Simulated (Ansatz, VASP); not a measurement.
# AlCo3C: VASP beside Ansatz, part 2 of 2

One calculation is typed for both programs; each brings its own data sets. How far apart do they land? The cell is taken from a series of runs on this material, whose earlier steps may have relaxed, scaled, displaced or heated it; both programs get it as it stands.

VASP 6.6.1 and Ansatz 0.2.0.

So far: The structure; VASP: relaxation of cell and atoms, PBEsol.

### 3. Ansatz: relaxation of cell and atoms, PBEsol

Level of this step: Ansatz beside VASP: Kohn-Sham DFT, plane waves, PBEsol (Ansatz).

Ansatz runs on its PAW soft_1 files.

The same cell, functional, mesh and smearing now go to Ansatz, which takes its cutoff from its data sets.

input.yaml reads:

```yaml
crystal:
  lattice:
    - [3.6774331728, 0.0, 0.0]
    - [0.0, 3.6774331728, 0.0]
    - [0.0, 0.0, 3.6774331728]
  atoms:
    - { symbol: Al, position: [0.0, 0.0, 0.0] }
    - { symbol: Co, position: [0.0, 0.5, 0.5] }
    - { symbol: Co, position: [0.5, 0.0, 0.5] }
    - { symbol: Co, position: [0.5, 0.5, 0.0] }
    - { symbol: C, position: [0.5, 0.5, 0.5] }
kpoints:
  mp_grid: { grid: [10, 10, 10] }
hamiltonian:
  xc: pbesol
  pseudopotentials: { kind: paw, azcp: { folder: soft_1 }, xc_functional: pbe }
scf:
  occupations: { method: gaussian, width: 0.1 }
output:
  forces: true
  stress: true
  eigenvalues: true
relax:
  adjacent_minimum: "off"
  f_tol: 0.005
  max_steps: 80
  cell: { stress_tol: 0.05 }
```

Run with:

```
$ ansatz run input.yaml --threads 4 --pin off --max-ram 10240MiB --backend cpu --events-out ev --progress --plain --runs-dir out
```

Numbers of over 12 decimals in the logs are rounded to 6 here.

Log:

```text
Engine: ansatz 0.2.0, aarch64-unknown-linux-gnu
Pseudopotentials: kind: paw
Pseudopotential: Al, paw, valence charge 3, recommended cutoff 420 eV (normal), soft_1/Al.paw.azcp
Pseudopotential: Co, paw, valence charge 17, recommended cutoff 420 eV (normal), soft_1/Co.paw.azcp
Pseudopotential: C, paw, valence charge 4, recommended cutoff 420 eV (normal), soft_1/C.paw.azcp
Functional definition: PBEsol
  exchange = pbesol_x
  correlation = pbesol_c
Crystal: 5 atoms, lattice volume = 49.732 Å³
Basis set: ecut = 420 eV, 949 PW (Γ), exchange–correlation on 50×50×50 points (8 copies of the dense FFT grid, shifted against one another)
Bands: 35, of which v1, the nominal top of the filled ones, is band 29 counted from 1 (28 counted from 0)
Symmetry: 48 space group operations
Space group: Pm-3m (ITA 221), of the structure as read, at distance tolerance 3.7e-5 Å
k-points: 56 of 1000
Non-local potential: Al, projectors of the file, l = 0: 2, l = 1: 2, l = 2: 1
Non-local potential: Co, projectors of the file, l = 0: 3, l = 1: 2, l = 2: 3, l = 3: 1
Non-local potential: C, projectors of the file, l = 0: 2, l = 1: 2, l = 2: 1
PAW form: soft (Blöchl's): semilocal exchange-correlation on the pseudo side does not see the compensation charge
PAW frozen core: Al, regenerated for the run's functional, and the local potential with it (the file was generated under x = pbe(κ = 0.804, μ = 0.219515), c = pbe(β = 0.066725))
PAW frozen core: Co, regenerated for the run's functional, and the local potential with it (the file was generated under x = pbe(κ = 0.804, μ = 0.219515), c = pbe(β = 0.066725))
PAW frozen core: C, regenerated for the run's functional, and the local potential with it (the file was generated under x = pbe(κ = 0.804, μ = 0.219515), c = pbe(β = 0.066725))
PAW one-centre angular grid: Al, 110 points (default); XC on 64 Gauss nodes
PAW one-centre angular grid: Co, 590 points (default); XC on 64 Gauss nodes
PAW one-centre angular grid: C, 110 points (default); XC on 64 Gauss nodes
Initial density: superposition of atomic densities (chi_scale 0.1, normalization cell, long waves kept (reshape's long-wave potential 0.01 eV rms))
Initial wavefunctions: pseudopotential atomic-orbital guess
Functional: x = pbesol(κ = 0.804, μ = 0.123457), c = pbesol(β = 0.046)
SCF iter   1: F=—  HF=-16052.322864 eV  |F-HF|=—  |Δ(HF+E_count)|=         —  Δρ=7.13e-2  dr2=2.51e0  ethr=3.10e-3  ⟨swp⟩=4.9  Hψ=6517  notcnv=0
preconditioner: auto → Kerker (q_TF=auto, 2.799 Å⁻¹)  [metal: Δε(μ)=0.038 eV  Ē_g=6.684 eV  σ=0.100 eV  W_gap=0.21  n_scr=18 (ndim 8)  ℏωp=30.7 eV  f_vac=0.000  D(μ)=1.56/eV (n_scr^D=6)]
SCF iter   2: F=—  HF=-16052.015829 eV  |F-HF|=—  |Δ(HF+E_count)|=   3.07e-1  Δρ=3.70e-2  dr2=1.13e0  ethr=3.10e-3  ⟨swp⟩=2.0  Hψ=2680  notcnv=0  defer=39
SCF iter   3: F=—  HF=-16051.709193 eV  |F-HF|=—  |Δ(HF+E_count)|=   3.07e-1  Δρ=1.11e-2  dr2=1.40e-1  ethr=1.94e-3  ⟨swp⟩=2.1  Hψ=3092  notcnv=0  defer=39
SCF iter   4: F=—  HF=-16051.673976 eV  |F-HF|=—  |Δ(HF+E_count)|=   3.52e-2  Δρ=7.84e-3  dr2=1.97e-2  ethr=2.41e-4  ⟨swp⟩=2.0  Hψ=2751  notcnv=0  defer=40
SCF iter   5: F=—  HF=-16051.669617 eV  |F-HF|=—  |Δ(HF+E_count)|=   4.36e-3  Δρ=2.09e-3  dr2=3.26e-3  ethr=3.39e-5  ⟨swp⟩=2.0  Hψ=3002  notcnv=0  defer=40
SCF iter   6: F=—  HF=-16051.668105 eV  |F-HF|=—  |Δ(HF+E_count)|=   1.51e-3  Δρ=3.86e-4  dr2=5.90e-5  ethr=5.62e-6  ⟨swp⟩=2.0  Hψ=2796  notcnv=0  defer=40
SCF iter   7: F=—  HF=-16051.668106 eV  |F-HF|=—  |Δ(HF+E_count)|=   6.15e-7  Δρ=2.64e-4  dr2=2.56e-5  ethr=1.02e-7  ⟨swp⟩=2.0  Hψ=3561  notcnv=0  defer=40
SCF iter   8: F=—  HF=-16051.668111 eV  |F-HF|=—  |Δ(HF+E_count)|=   5.44e-6  Δρ=3.55e-5  dr2=6.28e-7  ethr=4.42e-8  ⟨swp⟩=2.1  Hψ=2327  notcnv=0  defer=40
SCF iter   9: F=-16051.668111 eV  HF=-16051.668111 eV  |F-HF|=2.22e-8  |Δ(HF+E_count)|=   2.45e-7  Δρ=8.58e-6  dr2=3.64e-8  ethr=1.72e-10  ⟨swp⟩=8.7  Hψ=8989  notcnv=0
SCF 1 converged in 9 iterations: F = -16051.668111 eV  dr2 = 3.64e-8
  greatest PAW one-centre occupation: 1.001 electrons in one spin orbital (limit 2), on the Co atom at site 3 (counted from 0), in its partial waves of l = 1
relax step   1: F+E_penalty+E_count = -16051.66811092 eV  Δ(F+E_penalty+E_count) = +0.000e0 eV  max|allowed force component| = 4.360e-29 eV/Å  Δτ_max = 0.0000 Å  P = +0.222 GPa  Ω = 49.732 Å³  (9 SCF iters, dr2 threshold 1.00e-7 eV, accepted)
[...]
relax step   2: F+E_penalty+E_count = -16051.66811297 eV  Δ(F+E_penalty+E_count) = -2.051e-6 eV  max|allowed force component| = 2.298e-29 eV/Å  Δτ_max = 0.0000 Å  P = +0.109 GPa  Ω = 49.754 Å³  energy of the carried Pulay correction = -2.076e-5 eV  (6 SCF iters, dr2 threshold 1.24e-7 eV, accepted)
[...]
relax step   3: F+E_penalty+E_count = -16051.66810014 eV  Δ(F+E_penalty+E_count) = +1.283e-5 eV  max|allowed force component| = 1.031e-28 eV/Å  Δτ_max = 0.0000 Å  P = -0.000 GPa  Ω = 49.775 Å³  energy of the carried Pulay correction = -4.083e-5 eV  (6 SCF iters, dr2 threshold 2.99e-8 eV, accepted)
[...]
relax step   4: F+E_penalty+E_count = -16051.66813224 eV  Δ(F+E_penalty+E_count) = -3.210e-5 eV  max|allowed force component| = 3.829e-29 eV/Å  Δτ_max = 0.0000 Å  P = +0.001 GPa  Ω = 49.775 Å³  stress off target by 6.16e-4 GPa  SCF on the basis re-selected at this cell (its energy is not comparable with the rows above)  (7 SCF iters)
basis re-selected at this cell: Δ(F+E_penalty+E_count) = -3.210e-5 eV, ΔP = +0.001 GPa vs the last step (what re-selecting the basis moved, of the pressure what is left beyond the Pulay correction that the steps carried, after the strain that the cell walked since its last selection, with what the two solves' SCF thresholds leave and, on support functions, any second-order correction that the steps lacked; it is no m [...]
SCF converged after 7 iterations
Free energy (F): -16051.668132 eV
Harris-Foulkes:  -16051.668132 eV  (|F-HF|=1.82e-12)
Internal energy: -16051.658905 eV  (E = F + TS)
E sigma→0 (E₀):  -16051.663518 eV
Entropy (-TS):   -0.009228 eV (-1.846 meV/atom)
Fermi energy:    16.516135 eV
--- Per-component energies (eV) ---
  E_band       = -784.858128
  E_kinetic    = 1000.901351
  E_local      = -9940.002746  (includes V_loc(G=0)·N_el)
  E_nonlocal   = 1352.936443
  E_hartree    = 4471.689996
  E_xc         = -363.965980
  E_vxc        = -448.852226  (∫ρ·V_xc dr)
  E_paw        = -5180.034569  (= ΣΔE_a)
  E_vpaw       = -1693.220937  (= ΣTr[D̂ρ^β])
  E_aug_tail   = -0.000019  (compensation charges beyond the density's cutoff)
  E_ewald      = -7393.788879
  E_core_change = 0.605498  (= ΣΔE_core)
  E_smearing   = -0.009228  (= −TS)
  E_closure    = 0.000000  (closes the sum)
  Σ components = -16051.668132   (vs F -16051.668132, Δ=0.00e0)
--- Forces (eV/Å), atoms counted from 1 ---
  atom   1  Al    -0.00000000    -0.00000000    -0.00000000
  atom   2  Co     0.00000000     0.00000000    -0.00000000
  atom   3  Co    -0.00000000     0.00000000     0.00000000
  atom   4  Co    -0.00000000    -0.00000000    -0.00000000
  atom   5  C      0.00000000    -0.00000000     0.00000000
  max |Σ_I F_I| component: 6.63e-29 eV/Å
--- Stress (GPa, compression-positive) ---
        0.000616      -0.000000       0.000000
       -0.000000       0.000616      -0.000000
        0.000000      -0.000000       0.000616
  P = ⅓ Tr σ = 0.0006 GPa (0.006 kbar)
--- Band table (eV; the first three rows and the last of 56) ---
  k-point 0: bands = [... 25 lower, 15.3764, 15.3764, 16.3675, 16.3675, 16.3675, 16.6657, 20.0083, 20.0083, ... 2 higher]
  k-point 1: bands = [... 25 lower, 15.3761, 15.3761, 16.3676, 16.4236, 16.4236, 16.6169, 19.6929, 20.1215, ... 2 higher]
  k-point 2: bands = [... 25 lower, 15.3698, 15.3698, 16.3679, 16.4734, 16.5942, 16.5942, 19.5873, 20.4230, ... 2 higher]
  k-point 55: bands = [... 25 lower, 14.4836, 15.8067, 15.8067, 16.4057, 16.4057, 16.4057, 18.5784, 18.5784, ... 2 higher]
--- Relaxed structure (3 steps of the walk, 3 accepted, 1 SCFs on fresh bases) ---
  F+E_penalty+E_count = -16051.66813224 eV   max|allowed force component| = 3.829e-29 eV/Å   (the final SCF, on the basis selected at the relaxed cell)
  cell:  # Å, volume = 49.7751 Å³
    - [3.678500, 0, 0]
    - [0, 3.678500, 0]
    - [0, 0, 3.678500]
  atoms:
    - { symbol: Al, position: [0, 0, 0] }
    - { symbol: Co, position: [0, 0.500000, 0.500000] }
    - { symbol: Co, position: [0.500000, 0, 0.500000] }
    - { symbol: Co, position: [0.500000, 0.500000, 0] }
    - { symbol: C, position: [0.500000, 0.500000, 0.500000] }
```

### 4. Side by side

Known differences besides the potentials themselves: the data sets hold 58 valence electrons in Ansatz (on its PAW soft_1 files) and 34 in VASP; the cutoff is 420 eV in Ansatz and 600 eV in VASP; Ansatz makes its cores anew for this functional, VASP keeps those of its PBE data sets; Ansatz adds a Pulay correction to the stress that steers its cell, VASP none. Total energies have different zeros and are not compared.

Compared:

| quantity | Ansatz | VASP | difference |
| --- | --- | --- | --- |
| volume (Å³) | 49.78 | 49.79 | -0.03 % |
| edge a after relaxation, in the typed setting (Å) | 3.679 | 3.679 | -0.01 % |

### 5. Summary of results

```
difference in volume (relaxation of cell and atoms, PBEsol) : -0.034 %
```

The difference in volume is -0.034 % (relaxation of cell and atoms, PBEsol), within the 1.2 % picked in this series as the mark of a large difference, as far as the stopping tolerances let one tell. The data sets hold unlike numbers of valence electrons (58 in Ansatz and 34 in VASP), so part of the differences comes from the potentials. 2 further runs of this series are not shown here. How closely two codes agree says nothing of how well the functional describes the real material.

[Lines on the potential files, build, host, timing and source positions are cut from VASP's logs without a mark.]

[Logs are printed without paths, hosts, clocks, repeated set-up lines and the standing remarks that a program may print on its own settings, such as how far it seeks lower states.]

[Hosts, paths, dates, database ids (printed as entryN), source tags and the programs' standing remarks are cut or masked in the printed files.]
